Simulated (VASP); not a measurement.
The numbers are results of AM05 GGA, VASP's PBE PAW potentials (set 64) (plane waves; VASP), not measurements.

VASP input:

INCAR:
```
SYSTEM = W
PREC = Accurate; ENCUT = 520; LREAL = .False.
LASPH = .True.
EDIFF = 1E-6; NELM = 100; ALGO = Normal
LMAXMIX = 6
ISMEAR = 1; SIGMA = 0.1
GGA = AM
IBRION = 2; NSW = 60; ISIF = 3
EDIFFG = -0.01
LWAVE = .False.; LCHARG = .False.
```

File POSCAR:
```
W
1.0
 -1.5800000000   1.5800000000   1.5800000000
  1.5800000000  -1.5800000000   1.5800000000
  1.5800000000   1.5800000000  -1.5800000000
W
1
Direct
  0.0000000000   0.0000000000   0.0000000000
```

File KPOINTS:
```
Automatic mesh
0
Gamma
15 15 15
0 0 0
```

POTCAR, in this order: W_sv (PBE.64 set). Program: vasp_std.

Output

### OSZICAR
```
       N       E                     dE             d eps       ncg     rms          rms(c)
DAV:   1     0.759058003412E+02    0.75906E+02   -0.78530E+03  2648   0.145E+03
DAV:   2    -0.126743477272E+02   -0.88580E+02   -0.85338E+02  2840   0.330E+02
DAV:   3    -0.142514072366E+02   -0.15771E+01   -0.15542E+01  3004   0.436E+01
DAV:   4    -0.142606174787E+02   -0.92102E-02   -0.92107E-02  2843   0.345E+00
DAV:   5    -0.142606814983E+02   -0.64020E-04   -0.64021E-04  2994   0.307E-01    0.215E+01
DAV:   6    -0.137320016195E+02    0.52868E+00   -0.60454E-01  2823   0.103E+01    0.859E+00
DAV:   7    -0.135888547265E+02    0.14315E+00   -0.31686E-01  2903   0.689E+00    0.606E-01
DAV:   8    -0.135829340220E+02    0.59207E-02   -0.38802E-03  2730   0.929E-01    0.107E-01
DAV:   9    -0.135829415474E+02   -0.75254E-05   -0.59908E-05  3072   0.102E-01    0.611E-02
DAV:  10    -0.135829425384E+02   -0.99099E-06   -0.85569E-06  2865   0.418E-02
   1 F= -.13582943E+02 E0= -.13583100E+02  d E =-.135829E+02
       N       E                     dE             d eps       ncg     rms          rms(c)
DAV:   1    -0.137583381698E+02   -0.17540E+00   -0.44366E+00  2730   0.333E+01    0.616E+00
DAV:   2    -0.135994260827E+02    0.15891E+00   -0.22592E-01  2712   0.672E+00    0.140E+00
DAV:   3    -0.135691120266E+02    0.30314E-01   -0.79854E-02  2768   0.385E+00    0.111E+00
DAV:   4    -0.135693018509E+02   -0.18982E-03   -0.18184E-03  2735   0.579E-01    0.110E-01
DAV:   5    -0.135692355960E+02    0.66255E-04   -0.28967E-04  2847   0.229E-01    0.730E-03
DAV:   6    -0.135692343567E+02    0.12393E-05   -0.25932E-06  2639   0.238E-02    0.598E-03
DAV:   7    -0.135692343351E+02    0.21655E-07   -0.50498E-08  1495   0.297E-03
   2 F= -.13569234E+02 E0= -.13569348E+02  d E =0.137082E-01
       N       E                     dE             d eps       ncg     rms          rms(c)
DAV:   1    -0.137026937251E+02   -0.13346E+00   -0.28390E+00  2730   0.273E+01    0.453E+00
DAV:   2    -0.136009438129E+02    0.10175E+00   -0.15403E-01  2697   0.532E+00    0.108E+00
DAV:   3    -0.135838612768E+02    0.17083E-01   -0.47258E-02  2768   0.290E+00    0.750E-01
DAV:   4    -0.135840457453E+02   -0.18447E-03   -0.13117E-03  2726   0.485E-01    0.108E-01
DAV:   5    -0.135840319244E+02    0.13821E-04   -0.53314E-05  2829   0.928E-02    0.548E-03
DAV:   6    -0.135840320850E+02   -0.16056E-06   -0.51725E-07  1807   0.105E-02
   3 F= -.13584032E+02 E0= -.13584185E+02  d E =-.108955E-02
```

OUTCAR:
```
------------------------ aborting loop because EDIFF is reached ----------------------------------------
  FORCE on cell =-STRESS in cart. coord.  units (eV):
  Direction    XX          YY          ZZ          XY          YZ          ZX
  --------------------------------------------------------------------------------------
  Total       -0.0022537     -0.0022537     -0.0022537      0.0000000      0.0000000     -0.0000000
  in kB       -0.2307204     -0.2307204     -0.2307204      0.0000000      0.0000000     -0.0000000
  external PRESSURE =      -0.2307204 kB  Pullay stress =       0.0000000 kB
  volume of cell :       15.65
      direct lattice vectors                 reciprocal lattice vectors
    -1.575739890  1.575739890  1.575739890     0.000000000  0.317311254  0.317311254
     1.575739890 -1.575739890  1.575739890     0.317311254  0.000000000  0.317311254
     1.575739890  1.575739890 -1.575739890     0.317311254  0.317311254  0.000000000
 POSITION                                       TOTAL-FORCE (eV/Angst)
 -----------------------------------------------------------------------------------
      0.00000      0.00000      0.00000         0.000000      0.000000     -0.000000
 -----------------------------------------------------------------------------------
    total drift:                               -0.000000     -0.000000      0.000000
  FREE ENERGIE OF THE ION-ELECTRON SYSTEM (eV)
  ---------------------------------------------------
  free  energy   TOTEN  =       -13.5840320850 eV

  energy  without entropy=      -13.5844907701  energy(sigma->0) =      -13.58418498

 reached required accuracy - stopping structural energy minimisation
```
(Selected blocks of OUTCAR.)

### CONTCAR
```
W
   1.00000000000000
    -1.5757398899457882    1.5757398899457882    1.5757398899457882
     1.5757398899457882   -1.5757398899457882    1.5757398899457882
     1.5757398899457882    1.5757398899457882   -1.5757398899457882
  W
     1
Direct
     0.0000000000000000    0.0000000000000000    0.0000000000000000
```

The compound is W in the bcc structure. This run relaxes it. Symmetry was kept, so distortions that lower it aren't found.
